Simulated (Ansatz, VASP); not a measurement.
**Ta2CF2 (Ta2CF2 MXene monolayer): VASP beside Ansatz**

Wanted: the spread between two codes on one cell, functional and k mesh. The cell is taken from a series of runs on this material, whose earlier steps may have relaxed, scaled, displaced or heated it; both programs get it as it stands.

Main program and level: Ansatz 0.2.0; plane waves, with VASP 6.6.1 beside it; single point at PBE with D3(BJ).

### 1. The structure

The cell holds 5 atoms: 2 F, 2 Ta and 1 C. Cell: a = 3.182 Å, b = 3.182 Å, c = 23.004 Å, α = 90.0°, β = 90.0°, γ = 120.0°. Vacuum lies along c.

### 2. VASP: single point, PBE with D3(BJ)

With cell and atoms fixed, the geometry can't cause a difference; cores, projectors, grids and the points listed under the comparison can.

Lines of VASP's logs that name or quote its potential files are left out, and so is its time.

File INCAR:

```
SYSTEM = Ta2CF2
PREC = Accurate
ENCUT = 520
EDIFF = 1E-06
NELM = 120
ISMEAR = -1
SIGMA = 0.02585
LREAL = .FALSE.
ALGO = Normal
GGA = PE
IVDW = 12
NBANDS = 26
LASPH = .TRUE.
LORBIT = 11
LWAVE = .FALSE.
LCHARG = .FALSE.
ISIF = 2
LDIPOL = .TRUE.
IDIPOL = 3
DIPOL = 0.5 0.5 0.5
LVHAR = .TRUE.
GGA_COMPAT = .FALSE.
NELMDL = -8
KPAR = 2
```

File POSCAR:

```
Ta2CF2
1.0
    3.1824949946      0.0000000000      0.0000000000
   -1.5912474973      2.7561215128      0.0000000000
    0.0000000000      0.0000000000     23.0035240527
F Ta C
2 2 1
Direct
    0.3333333333      0.6666666667      0.3912444015
    0.6666666667      0.3333333333      0.6087555985
    0.6666666667      0.3333333333      0.4524431154
    0.3333333333      0.6666666667      0.5475568846
    0.0000000000      0.0000000000      0.5000000000
```

File KPOINTS:

```
Automatic mesh
0
Gamma
18 18 1
0 0 0
```

Potentials, in the order of the species: F, Ta_pv and C (PBE family, release 64).

Command:

```sh
$ mpirun -np 2 vasp_std
```

Numbers of over 12 decimals in the logs are rounded to 6 here.

Log:

```text
[banner, memory and clock lines left out]
running    2 mpi-ranks, on    1 nodes
 distrk:  each k-point on    1 cores,    2 groups
 distr:  one band on    1 cores,    1 groups

 POSCAR found type information on POSCAR F TaC
 POSCAR found :  3 types and       5 ions
 LDA part: xc-table for (Slater+PW92), standard interpolation
 POSCAR, INCAR and KPOINTS ok, starting setup
 FFT: planning ... GRIDC
 FFT: planning ... GRID_SOFT
 FFT: planning ... GRID
 WAVECAR not read
 entering main loop
       N       E                     dE             d eps       ncg     rms          rms(c)
DAV:   1     0.350568851766E+03    0.35057E+03   -0.21352E+04  2252   0.130E+03
DAV:   2    -0.201083956986E+02   -0.37068E+03   -0.36493E+03  2354   0.339E+02
DAV:   3    -0.503880731633E+02   -0.30280E+02   -0.29983E+02  2372   0.960E+01
DAV:   4    -0.510449537401E+02   -0.65688E+00   -0.64080E+00  2492   0.147E+01
DAV:   5    -0.510580336480E+02   -0.13080E-01   -0.13056E-01  2480   0.196E+00
DAV:   6    -0.510584368047E+02   -0.40316E-03   -0.40301E-03  2548   0.341E-01
DAV:   7    -0.510584535054E+02   -0.16701E-04   -0.16698E-04  2488   0.646E-02
DAV:   8    -0.510584543060E+02   -0.80057E-06   -0.80053E-06  2220   0.140E-02    0.323E+01
DAV:   9    -0.443820382712E+02    0.66764E+01   -0.33070E+01  2352   0.325E+01    0.127E+01
DAV:  10    -0.443330553441E+02    0.48983E-01   -0.18070E+00  2374   0.856E+00    0.501E+00
DAV:  11    -0.442804303411E+02    0.52625E-01   -0.28909E-01  2146   0.305E+00    0.848E-01
DAV:  12    -0.442738902155E+02    0.65401E-02   -0.26960E-02  2572   0.105E+00    0.247E-01
DAV:  13    -0.442722331549E+02    0.16571E-02   -0.15420E-02  2352   0.690E-01    0.156E-01
DAV:  14    -0.442711576972E+02    0.10755E-02   -0.47689E-03  2426   0.367E-01    0.466E-02
[...]
DAV:  18    -0.442717065873E+02   -0.13208E-03   -0.44252E-05  2456   0.453E-02    0.678E-03
DAV:  19    -0.442718395760E+02   -0.13299E-03   -0.18595E-05  2522   0.234E-02    0.101E-02
DAV:  20    -0.442719156385E+02   -0.76063E-04   -0.11386E-05  2198   0.169E-02    0.313E-03
DAV:  21    -0.442719772014E+02   -0.61563E-04   -0.31270E-06  1960   0.107E-02    0.129E-03
DAV:  22    -0.442719872957E+02   -0.10094E-04   -0.54584E-07  1676   0.384E-03    0.148E-03
DAV:  23    -0.442719930848E+02   -0.57891E-05   -0.34447E-07  1606   0.246E-03    0.616E-04
DAV:  24    -0.442719950419E+02   -0.19570E-05   -0.17344E-07  1414   0.199E-03    0.316E-04
DAV:  25    -0.442719954057E+02   -0.36388E-06   -0.31193E-08  1352   0.798E-04
   1 F= -.45334514E+02 E0= -.45333364E+02  d E =-.230001E-02
```

OUTCAR, selected parts (step 2):

```text
ion  position               nearest neighbor table
   1  0.333  0.667  0.391-   3 2.31   3 2.31   3 2.31
   2  0.667  0.333  0.609-   4 2.31   4 2.31   4 2.31
   3  0.667  0.333  0.452-   5 2.14   5 2.14   5 2.14   1 2.31   1 2.31   1 2.31   4 2.86   4 2.86
                             4 2.86
   4  0.333  0.667  0.548-   5 2.14   5 2.14   5 2.14   2 2.31   2 2.31   2 2.31   3 2.86   3 2.86
                             3 2.86
   5  0.000  0.000  0.500-   3 2.14   4 2.14   3 2.14   4 2.14   3 2.14   4 2.14

  LATTYP: Found a hexagonal cell.
 ALAT       =     3.1824949946
 C/A-ratio  =     7.2281414713

 Subroutine GETGRP returns: Found 12 space group operations
 (whereof 12 operations were pure point group operations)

The static configuration has the point symmetry D_3d.

 Found     37 irreducible k-points:

   k-points           NKPTS =     37   k-points in BZ     NKDIM =     37   number of bands    NBANDS=     26

   dimension x,y,z NGX =    24 NGY =   24 NGZ =  180
   dimension x,y,z NGXF=    48 NGYF=   48 NGZF=  360

   ENCUT  =  520.0 eV  38.22 Ry    6.18 a.u.   5.92  5.92 42.77*2*pi/ulx,y,z

   NELECT =      40.0000    total number of electrons

 k-points in reciprocal lattice and weights: Automatic mesh
   0.00000000  0.00000000  0.00000000       0.003
   0.05555556  0.00000000  0.00000000       0.019
   0.11111111  0.00000000  0.00000000       0.019
   0.16666667  0.00000000  0.00000000       0.019
   0.22222222 -0.00000000  0.00000000       0.019
   0.27777778 -0.00000000  0.00000000       0.019
   0.33333333  0.00000000  0.00000000       0.019
   0.38888889  0.00000000  0.00000000       0.019
   0.44444444 -0.00000000  0.00000000       0.019
[...]
0.33333333  0.27777778  0.00000000       0.037
   0.33333333  0.33333333  0.00000000       0.006

 dipolmoment           0.000000      0.000000      0.000000 electrons x Angstroem

 average (electrostatic) potential at core
       1 -83.0996       2 -83.0996       3 -44.8832       4 -44.8832       5 -56.5904

 E-fermi :  -0.7492

 k-point     1 :       0.0000    0.0000    0.0000
  band No.  band energies     occupation
    ...
     17      -5.9145      2.00000
     18      -5.9145      2.00000
     19      -2.4895      2.00000
     20      -2.4895      2.00000
     21      -1.3597      2.00000
     22      -0.1298      0.00000
     23       0.5650      0.00000
     24       0.5650      0.00000
     25       0.7167      0.00000
     26       1.2912      0.00000

 k-point     2 :       0.0556    0.0000    0.0000
  band No.  band energies     occupation
    ...
     17      -6.0183      2.00000
     18      -5.9303      2.00000
     19      -2.6046      2.00000
     20      -2.4168      2.00000
     21      -1.3440      2.00000
     22       0.0291      0.00000
     23       0.4381      0.00000
     24       0.5608      0.00000
     25       0.6371      0.00000
     26       1.3767      0.00000

 k-point     3 :       0.1111    0.0000    0.0000
  band No.  band energies     occupation
    ...
     17      -6.2678      2.00000
     18      -5.9672      2.00000
     19      -2.8907      2.00000
     20      -2.2042      2.00000
     21      -1.3020      2.00000
     22       0.1242      0.00000
     23       0.4815      0.00000
     24       0.5653      0.00000
     25       0.5799      0.00000
     26       1.5799      0.00000

 Edisp (eV)   -1.06252

  Total       0.12538     0.12538     0.14347     0.00000     0.00000    -0.00000
  in kB       0.99561     0.99561     1.13926     0.00000     0.00000    -0.00000
  external pressure =        1.04 kB  Pullay stress =        0.00 kB

  energy-cutoff  :      520.00
  volume of cell :      201.77
      direct lattice vectors                 reciprocal lattice vectors
     3.182494995  0.000000000  0.000000000     0.314218876  0.181414353  0.000000000
    -1.591247497  2.756121513  0.000000000     0.000000000  0.362828705  0.000000000
     0.000000000  0.000000000 23.003524053     0.000000000  0.000000000  0.043471600

 POSITION                                       TOTAL-FORCE (eV/Angst)
 -----------------------------------------------------------------------------------
     -0.00000      1.83741      9.00000        -0.000000      0.000000     -0.012912
      1.59125      0.91871     14.00352         0.000000     -0.000000      0.012912
      1.59125      0.91871     10.40779         0.000000      0.000000     -0.085317
     -0.00000      1.83741     12.59574         0.000000     -0.000000      0.085317
      0.00000      0.00000     11.50176         0.000000      0.000000      0.000000
 -----------------------------------------------------------------------------------
    total drift:                                0.000000     -0.000000      0.000000

  FREE ENERGIE OF THE ION-ELECTRON SYSTEM (eV)
  ---------------------------------------------------
  free  energy   TOTEN  =       -45.3345138014 eV

  energy  without entropy=      -45.3322137942  energy(sigma->0) =      -45.33336380

 vacuum level on the upper side and lower side of the slab         3.133         3.133

 total charge
# of ion       s       p       d       tot
------------------------------------------
    1        1.738   4.331   0.000   6.069
    2        1.738   4.331   0.000   6.069
    3        0.282   6.190   2.501   8.973
    4        0.282   6.190   2.501   8.973
    5        0.867   1.642   0.000   2.509
--------------------------------------------------
tot          4.908  22.684   5.002  32.595

[... 3 further parts left out ...]
```

### 3. Ansatz: single point, PBE with D3(BJ)

Ansatz runs on its default PAW (the set named soft_2) files.

The same cell, functional, mesh and smearing now go to Ansatz, which takes its cutoff from its data sets.

File input.yaml:

```yaml
crystal:
  lattice:
    - [3.1824949946, 0.0, 0.0]
    - [-1.5912474973, 2.7561215128, 0.0]
    - [0.0, 0.0, 23.0035240527]
  atoms:
    - { symbol: F, position: [0.3333333333, 0.6666666667, 0.3912444015] }
    - { symbol: Ta, position: [0.6666666667, 0.3333333333, 0.4524431154] }
    - { symbol: C, position: [0.0, 0.0, 0.5] }
    - { symbol: Ta, position: [0.3333333333, 0.6666666667, 0.5475568846] }
    - { symbol: F, position: [0.6666666667, 0.3333333333, 0.6087555985] }
kpoints:
  mp_grid: { grid: [18, 18, 1] }
  band_path:
    path: [[0, 0, 0], [0.5, 0, 0], [0.33333333, 0.33333333, 0], [0, 0, 0]]
    npoints: 16
hamiltonian:
  xc: pbe
  dispersion: d3bj
scf:
  occupations: { method: fermi_dirac, width: 0.02585 }
  convergence: { dr2_threshold: 1.0e-10 }
efield:
  axis: 3
  dipole_correction: true
  ramp_position: 0.97
  ramp_width: 0.06
  amplitude: 0
output:
  dos: { projected: true, e_range: [-6, 5] }
  bader: true
  write_potential: true
  write_density: true
  volumetric_format: npy
  elf: true
```

Command:

```sh
$ ansatz run input.yaml --threads 4 --pin off --max-ram 6144MiB --backend cpu --events-out ev --progress --plain --runs-dir out
```

Log:

```text
Engine: ansatz 0.2.0, aarch64-unknown-linux-gnu
Pseudopotentials: kind: paw
Pseudopotential: F, paw, valence charge 7, recommended cutoff 420 eV (normal), F.paw.azcp
Pseudopotential: Ta, paw, valence charge 13, recommended cutoff 420 eV (normal), Ta.paw.azcp
Pseudopotential: C, paw, valence charge 4, recommended cutoff 420 eV (normal), C.paw.azcp
Functional definition: PBE
  parameter kappa = 0.804
  parameter beta = 0.066725
  exchange = pbe_x(kappa = kappa, mu = beta*pi^2/3)
  correlation = pbe_c(beta = beta)
Crystal: 5 atoms, lattice volume = 201.772 Å³
Basis set: ecut = 420 eV, 3965 PW (Γ)
Bands: 27, of which v1, the nominal top of the filled ones, is band 22 counted from 1 (21 counted from 0)
Symmetry: 6 space group operations
k-points: 37 of 324 (time reversal used)
Non-local potential: F, projectors of the file, l = 0: 2, l = 1: 2, l = 2: 1
Non-local potential: Ta, projectors of the file, l = 0: 3, l = 1: 2, l = 2: 2, l = 3: 1
Non-local potential: C, projectors of the file, l = 0: 2, l = 1: 2, l = 2: 1
PAW form: soft (Blöchl's): semilocal exchange-correlation on the pseudo side does not see the compensation charge
PAW one-centre angular grid: F, 110 points (default); XC on 64 Gauss nodes
PAW one-centre angular grid: Ta, 590 points (default); XC on 64 Gauss nodes
PAW one-centre angular grid: C, 110 points (default); XC on 64 Gauss nodes
Initial density: superposition of atomic densities (neutral atoms: chi_scale 0, normalization atom), corrected by the library's trained network
Initial wavefunctions: pseudopotential atomic-orbital guess
Functional: x = pbe(κ = 0.804, μ = 0.219515), c = pbe(β = 0.066725)
SCF iter   1: F=—  HF=-21735.521090 eV  |F-HF|=—  |Δ(HF+E_count)|=         —  Δρ=4.38e-3  dr2=1.03e-1  ethr=1.77e-3  p=-0.000 e·Å  D=-1.97e-15 V/Å  ΔV_dip=0.00 eV  dr2_dipole=2.48e-10  V_vac-E_F(+/−)=4.76/4.76 eV  ⟨swp⟩=8.4  Hψ=5672  notcnv=0
efield: sawtooth ramp at fractional position 0.9700 (set: `efield.ramp_position`, or a place that a band, a saddle search or an elastic batch's reference lends), width 0.0600; the density the first Hamiltonian is built on has a dipole p = -0.000 e·Å; the dipole correction subtracts the counter field D = -1.97e-15 V/Å, which shifts the + side's vacuum level by +0.00 eV against the − side's; the planar-averaged density in the ramp window peaks in size at 1.4e-5 e/Å³
preconditioner: auto → LDOS  [metal: Δε(μ)=0.076 eV  Ē_g=8.496 eV  σ=0.026 eV  W_gap=0.46  n_scr=14 (ndim 8)  ℏωp=12.8 eV  f_vac=0.682  D(μ)=1.09/eV (n_scr^D=6)  β→1.0]
SCF iter   2: F=—  HF=-21735.499791 eV  |F-HF|=—  |Δ(HF+E_count)|=   2.13e-2  Δρ=2.22e-3  dr2=2.22e-2  ethr=2.34e-4  p=0.000 e·Å  D=1.69e-5 V/Å  ΔV_dip=-0.00 eV  dr2_dipole=3.98e-9  V_vac-E_F(+/−)=3.56/3.56 eV  ⟨swp⟩=4.9  Hψ=2809  notcnv=0  defer=21
SCF iter   3: F=—  HF=-21735.494791 eV  |F-HF|=—  |Δ(HF+E_count)|=   5.00e-3  Δρ=8.62e-4  dr2=1.84e-3  ethr=5.04e-5  p=0.000 e·Å  D=6.64e-6 V/Å  ΔV_dip=-0.00 eV  dr2_dipole=2.99e-9  V_vac-E_F(+/−)=3.88/3.88 eV  ⟨swp⟩=3.7  Hψ=2206  notcnv=0  defer=21
SCF iter   4: F=—  HF=-21735.494335 eV  |F-HF|=—  |Δ(HF+E_count)|=   4.56e-4  Δρ=2.33e-4  dr2=7.17e-5  ethr=4.18e-6  p=-0.000 e·Å  D=-1.19e-7 V/Å  ΔV_dip=0.00 eV  dr2_dipole=6.58e-11  V_vac-E_F(+/−)=3.84/3.84 eV  ⟨swp⟩=2.4  Hψ=1905  notcnv=0  defer=21
SCF iter   5: F=—  HF=-21735.494354 eV  |F-HF|=—  |Δ(HF+E_count)|=   1.93e-5  Δρ=4.37e-5  dr2=2.68e-6  ethr=1.63e-7  p=-0.000 e·Å  D=-1.78e-7 V/Å  ΔV_dip=0.00 eV  dr2_dipole=1.76e-14  V_vac-E_F(+/−)=3.83/3.83 eV  ⟨swp⟩=2.8  Hψ=1833  notcnv=0  defer=21
SCF iter   6: F=—  HF=-21735.494266 eV  |F-HF|=—  |Δ(HF+E_count)|=   8.85e-5  Δρ=1.18e-5  dr2=2.06e-7  ethr=6.10e-9  p=-0.000 e·Å  D=-2.55e-7 V/Å  ΔV_dip=0.00 eV  dr2_dipole=2.88e-12  V_vac-E_F(+/−)=3.83/3.83 eV  ⟨swp⟩=2.5  Hψ=1834  notcnv=0  defer=21
SCF iter   7: F=—  HF=-21735.494266 eV  |F-HF|=—  |Δ(HF+E_count)|=   4.11e-7  Δρ=4.22e-6  dr2=3.53e-8  ethr=4.69e-10  p=0.000 e·Å  D=8.84e-8 V/Å  ΔV_dip=-0.00 eV  dr2_dipole=1.42e-12  V_vac-E_F(+/−)=3.83/3.83 eV  ⟨swp⟩=2.5  Hψ=1939  notcnv=0  defer=21
SCF iter   8: F=—  HF=-21735.494266 eV  |F-HF|=—  |Δ(HF+E_count)|=   2.21e-8  Δρ=1.07e-6  dr2=1.70e-9  ethr=8.02e-11  p=-0.000 e·Å  D=-4.64e-8 V/Å  ΔV_dip=0.00 eV  dr2_dipole=2.75e-13  V_vac-E_F(+/−)=3.83/3.83 eV  ⟨swp⟩=2.0  Hψ=1446  notcnv=0  defer=21
SCF iter   9: F=-21735.494266 eV  HF=-21735.494266 eV  |F-HF|=1.60e-10  |Δ(HF+E_count)|=   1.23e-9  Δρ=2.08e-7  dr2=5.23e-11  ethr=1.00e-12  p=0.000 e·Å  D=2.50e-8 V/Å  ΔV_dip=-0.00 eV  dr2_dipole=1.20e-14  V_vac-E_F(+/−)=3.83/3.83 eV  ⟨swp⟩=6.1  Hψ=4248  notcnv=0
SCF 1 converged in 9 iterations: F = -21735.494266 eV  dr2 = 5.23e-11
  greatest PAW one-centre occupation: 0.999 electrons in one spin orbital (limit 2), on the Ta atom at site 1 (counted from 0), in its partial waves of l = 0
NSCF: frozen V_eff on 49 k-points
efield: sawtooth ramp at fractional position 0.9700 (kept from the solve that this one continues, or follows in the run), width 0.0600; the density the first Hamiltonian is built on has a dipole p = 0.000 e·Å; the dipole correction subtracts the counter field D = 2.50e-8 V/Å, which shifts the + side's vacuum level by -0.00 eV against the − side's; the planar-averaged density in the ramp window peaks in size at 3.6e-6 e/Å³
WARN: The output density's exchange-correlation potential varies sharply where the density is thin. Do not read a vacuum level from v_tot or v_xc, or from such a field of the output density. On a cell that repeats whose density bears no net charge and no dipole along the vacuum's axis use v_es (v_loc + v_h of the components); under efield.dipole_correction with no amplitude use v_es + v_field, which holds any externa [...]
SCF converged after 9 iterations
Free energy (F): -21735.494266 eV
Harris-Foulkes:  -21735.494266 eV  (|F-HF|=1.60e-10)
Internal energy: -21735.491966 eV  (E = F + TS)
E sigma→0 (E₀):  -21735.493116 eV
Entropy (-TS):   -0.002301 eV (-0.460 meV/atom)
Fermi energy:    1.992111 eV
Dipole field:    D = -0.000000 V/Å  (p = -0.000000 e·Å, saw-weighted, corrected)
Work function:   Φ+ = 3.8296 eV   Φ− = 3.8297 eV
Levels:          The Fermi level and band energies are counted from a zero that moves with the ramp; work functions are not
--- Per-component energies (eV) ---
  E_band       = -885.124704
  E_kinetic    = 1239.862239
  E_local      = -44691.585369  (includes V_loc(G=0)·N_el)
  E_nonlocal   = 203.909723
  E_hartree    = 21701.457010
  E_xc         = -646.411042
  E_vxc        = -674.655100  (∫ρ·V_xc dr)
  E_paw        = -17294.041210  (= ΣΔE_a)
  E_vpaw       = -365.574702  (= ΣTr[D̂ρ^β])
  E_aug_tail   = 0.004448  (compensation charges beyond the density's cutoff)
  E_efield     = 0.000000  (sawtooth field / dipole correction)
  E_vefield    = 0.000000  (∫n·V_field dr)
  E_ewald      = 17752.374877
  E_disp       = -1.062641  (pairwise vdW)
  E_smearing   = -0.002301  (= −TS)
  E_closure    = -0.000000  (closes the sum)
  Σ components = -21735.494266   (vs F -21735.494266, Δ=0.00e0)
--- Band table (eV; the first three rows and the last of 37) ---
  k-point 0: bands = [... 18 lower, -3.1768, -3.1768, 0.2571, 0.2571, 1.3784, 2.5952, 3.3119, 3.3119, ... 1 higher]
  k-point 1: bands = [... 18 lower, -3.2795, -3.1922, 0.1415, 0.3298, 1.3942, 2.7546, 3.1828, 3.3071, ... 1 higher]
  k-point 2: bands = [... 18 lower, -3.5274, -3.2282, -0.1455, 0.5421, 1.4365, 2.8653, 3.2080, 3.2913, ... 1 higher]
  k-point 36: bands = [... 18 lower, -4.1919, -3.1059, 0.8194, 1.3450, 1.3450, 3.9790, 4.1074, 4.1074, ... 1 higher]
--- Bader charges: 5 sites ---
  site symbol  charge [e]  shift [e]
     0      F     -0.7696     0.0011
     1     Ta      1.7707     0.0015
     2      C     -2.0023     0.0008
     3     Ta      1.7708     0.0015
     4      F     -0.7696     0.0011
  estimated error of the sums over rays = 6.4e-4 e
```

The column dr2 measures how far the density is from self-consistency, as an energy; F and HF (Harris–Foulkes) agree once it is small.

### 4. Comparison

Known differences besides the potentials themselves: the data sets hold 44 valence electrons in Ansatz (on its default PAW (the set named soft_2) files) and 40 in VASP; the cutoff is 420 eV in Ansatz and 520 eV in VASP. Total energies have different zeros and are not compared.

Compared:

```
                                   quantity  Ansatz  VASP  difference
 work function, lower of the two faces (eV)    3.83  3.88       -0.05
work function, higher of the two faces (eV)    3.83  3.88       -0.05
```

With vacuum in the cell, a pressure given here is an average over mostly empty space and none of the material.

### 5. Outcome

| Item | Value |
| --- | --- |
| difference in work function, lower of the two faces (single point, PBE with D3(BJ)) | -0.053 eV |

The difference in work function, lower of the two faces is -0.053 eV (single point, PBE with D3(BJ)). The data sets hold unlike numbers of valence electrons (44 in Ansatz and 40 in VASP), so part of the differences comes from the potentials. Such differences can come from data sets, numerical settings and the points named under the comparisons, not from the functional's error against experiment.

[Lines on the potential files, build, host, timing and source positions are cut from VASP's logs without a mark.]

[Logs are printed without paths, hosts, clocks, repeated set-up lines and the standing remarks that a program may print on its own settings, such as how far it seeks lower states.]

[Hosts, paths, dates, database ids (printed as entryN), source tags and the programs' standing remarks are cut or masked in the printed files.]
